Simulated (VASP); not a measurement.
OSZICAR of a VASP run on Si (relaxed from the beta-Sn structure, space group I4_1/amd):

File OSZICAR:
```
       N       E                     dE             d eps       ncg     rms          rms(c)
DAV:   1    -0.463593301166E+01   -0.46359E+01   -0.31070E+03  3944   0.665E+02
DAV:   2    -0.175809726877E+02   -0.12945E+02   -0.12554E+02  5784   0.728E+01
DAV:   3    -0.177428775669E+02   -0.16190E+00   -0.16011E+00  5160   0.940E+00
DAV:   4    -0.177432933279E+02   -0.41576E-03   -0.41540E-03  6160   0.480E-01
DAV:   5    -0.177432940013E+02   -0.67340E-06   -0.67240E-06  5256   0.112E-02    0.525E+00
DAV:   6    -0.166337140069E+02    0.11096E+01   -0.20782E-01  4192   0.361E+00    0.350E+00
DAV:   7    -0.168095481717E+02   -0.17583E+00   -0.10130E-01  3968   0.342E+00    0.527E-01
DAV:   8    -0.166754258621E+02    0.13412E+00   -0.78244E-02  3976   0.248E+00    0.194E-01
DAV:   9    -0.166777059845E+02   -0.22801E-02   -0.28744E-03  5776   0.611E-01    0.462E-02
DAV:  10    -0.166772347082E+02    0.47128E-03   -0.65369E-04  4464   0.341E-01    0.214E-02
DAV:  11    -0.166777554152E+02   -0.52071E-03   -0.38650E-04  4248   0.299E-01    0.165E-02
DAV:  12    -0.166777919462E+02   -0.36531E-04   -0.24073E-05  5048   0.564E-02    0.920E-03
DAV:  13    -0.166778130892E+02   -0.21143E-04   -0.29686E-05  4344   0.486E-02    0.630E-03
DAV:  14    -0.166778134421E+02   -0.35286E-06   -0.30335E-06  4520   0.218E-02
   1 F= -.16677813E+02 E0= -.16677684E+02  d E =-.166778E+02
       N       E                     dE             d eps       ncg     rms          rms(c)
DAV:   1    -0.166809024197E+02   -0.30893E-02   -0.71669E-02  5752   0.155E+00    0.160E-01
DAV:   2    -0.166804678653E+02    0.43455E-03   -0.13930E-03  5024   0.318E-01    0.956E-02
DAV:   3    -0.166802175647E+02    0.25030E-03   -0.85377E-04  5344   0.200E-01    0.132E-02
DAV:   4    -0.166802389277E+02   -0.21363E-04   -0.75941E-05  4704   0.835E-02    0.722E-03
DAV:   5    -0.166802380858E+02    0.84191E-06   -0.12755E-05  4664   0.341E-02    0.459E-03
DAV:   6    -0.166802412559E+02   -0.31701E-05   -0.74443E-06  4616   0.298E-02    0.121E-03
DAV:   7    -0.166802417550E+02   -0.49910E-06   -0.61837E-07  2576   0.981E-03
   2 F= -.16680242E+02 E0= -.16680154E+02  d E =-.242831E-02
       N       E                     dE             d eps       ncg     rms          rms(c)
DAV:   1    -0.166820696269E+02   -0.18284E-02   -0.73421E-02  5696   0.157E+00    0.157E-01
DAV:   2    -0.166816695707E+02    0.40006E-03   -0.14163E-03  5080   0.322E-01    0.942E-02
DAV:   3    -0.166814342989E+02    0.23527E-03   -0.81055E-04  5288   0.196E-01    0.135E-02
DAV:   4    -0.166814581291E+02   -0.23830E-04   -0.75496E-05  4672   0.833E-02    0.753E-03
DAV:   5    -0.166814566342E+02    0.14949E-05   -0.12213E-05  4624   0.337E-02    0.479E-03
DAV:   6    -0.166814603749E+02   -0.37408E-05   -0.74551E-06  4680   0.298E-02    0.125E-03
DAV:   7    -0.166814608853E+02   -0.51032E-06   -0.59332E-07  2256   0.991E-03
   3 F= -.16681461E+02 E0= -.16681379E+02  d E =-.364744E-02
       N       E                     dE             d eps       ncg     rms          rms(c)
DAV:   1    -0.166815914007E+02   -0.13103E-03   -0.88873E-03  5704   0.549E-01    0.572E-02
DAV:   2    -0.166815360753E+02    0.55325E-04   -0.18155E-04  5008   0.116E-01    0.344E-02
DAV:   3    -0.166815032905E+02    0.32785E-04   -0.11840E-04  5264   0.769E-02    0.508E-03
DAV:   4    -0.166815081434E+02   -0.48530E-05   -0.12201E-05  4504   0.338E-02    0.260E-03
DAV:   5    -0.166815075600E+02    0.58345E-06   -0.23021E-06  4248   0.139E-02
   4 F= -.16681508E+02 E0= -.16681466E+02  d E =-.369412E-02
       N       E                     dE             d eps       ncg     rms          rms(c)
DAV:   1    -0.166819921316E+02   -0.48399E-03   -0.78340E-02  5552   0.163E+00    0.196E-01
DAV:   2    -0.166816751990E+02    0.31693E-03   -0.22044E-03  4624   0.387E-01    0.136E-01
DAV:   3    -0.166814022875E+02    0.27291E-03   -0.88651E-04  4824   0.222E-01    0.309E-02
DAV:   4    -0.166814536210E+02   -0.51334E-04   -0.88644E-05  4928   0.838E-02    0.250E-02
DAV:   5    -0.166814495595E+02    0.40615E-05   -0.93270E-06  4680   0.307E-02    0.137E-02
DAV:   6    -0.166814528021E+02   -0.32426E-05   -0.10301E-05  4504   0.358E-02    0.223E-03
DAV:   7    -0.166814525146E+02    0.28749E-06   -0.25389E-06  4064   0.215E-02
   5 F= -.16681453E+02 E0= -.16681353E+02  d E =0.550454E-04
       N       E                     dE             d eps       ncg     rms          rms(c)
DAV:   1    -0.166820699942E+02   -0.61719E-03   -0.21438E-02  5536   0.855E-01    0.104E-01
DAV:   2    -0.166819763111E+02    0.93683E-04   -0.60900E-04  4608   0.205E-01    0.717E-02
DAV:   3    -0.166819047771E+02    0.71534E-04   -0.24348E-04  4936   0.117E-01    0.165E-02
DAV:   4    -0.166819186108E+02   -0.13834E-04   -0.23280E-05  4840   0.436E-02    0.133E-02
DAV:   5    -0.166819185861E+02    0.24733E-07   -0.25917E-06  4384   0.146E-02
   6 F= -.16681919E+02 E0= -.16681864E+02  d E =-.411026E-03
       N       E                     dE             d eps       ncg     rms          rms(c)
DAV:   1    -0.166819188776E+02   -0.26677E-06   -0.46322E-05  5424   0.400E-02    0.533E-03
DAV:   2    -0.166819190424E+02   -0.16481E-06   -0.14617E-06  3576   0.109E-02
   7 F= -.16681919E+02 E0= -.16681862E+02  d E =-.411482E-03
       N       E                     dE             d eps       ncg     rms          rms(c)
DAV:   1    -0.166819199518E+02   -0.10742E-05   -0.14310E-05  5264   0.237E-02    0.282E-03
DAV:   2    -0.166819199149E+02    0.36856E-07   -0.73638E-07  2200   0.953E-03
   8 F= -.16681920E+02 E0= -.16681863E+02  d E =-.412355E-03
       N       E                     dE             d eps       ncg     rms          rms(c)
DAV:   1    -0.166820950599E+02   -0.17511E-03   -0.81880E-03  5816   0.532E-01    0.595E-02
DAV:   2    -0.166820455766E+02    0.49483E-04   -0.18754E-04  4792   0.114E-01    0.393E-02
DAV:   3    -0.166820181914E+02    0.27385E-04   -0.97072E-05  5128   0.700E-02    0.686E-03
DAV:   4    -0.166820229975E+02   -0.48061E-05   -0.10831E-05  4648   0.302E-02    0.472E-03
DAV:   5    -0.166820222158E+02    0.78167E-06   -0.24759E-06  4256   0.147E-02
   9 F= -.16682022E+02 E0= -.16681958E+02  d E =-.102301E-03
       N       E                     dE             d eps       ncg     rms          rms(c)
DAV:   1    -0.166820350637E+02   -0.12066E-04   -0.42870E-04  5752   0.121E-01    0.138E-02
DAV:   2    -0.166820325868E+02    0.24769E-05   -0.98016E-06  4800   0.259E-02    0.937E-03
DAV:   3    -0.166820312091E+02    0.13778E-05   -0.51512E-06  4608   0.165E-02    0.158E-03
DAV:   4    -0.166820311160E+02    0.93053E-07   -0.75668E-07  2216   0.873E-03
  10 F= -.16682031E+02 E0= -.16681970E+02  d E =-.111201E-03
```

### Question
Which electronic solver shows in the log?

### Answer
It is blocked Davidson (ALGO = Normal, or the opening steps of other solvers). The INCAR had ALGO = Normal.

### Question
Can the final energy be trusted as converged?

### Answer
Self-consistency was reached. It stopped with EDIFF = 1E-6, NELM = 100, NSW = 60 and EDIFFG = -0.01 after 10 ionic steps (r2SCAN meta-GGA, plane waves, VASP's PBE PAW potentials (set 64)).

The structure was generated: Si was put into the beta-Sn type (I4_1/amd), which need not be its known phase. This run relaxes it. Symmetry was kept, so distortions that lower it aren't found.
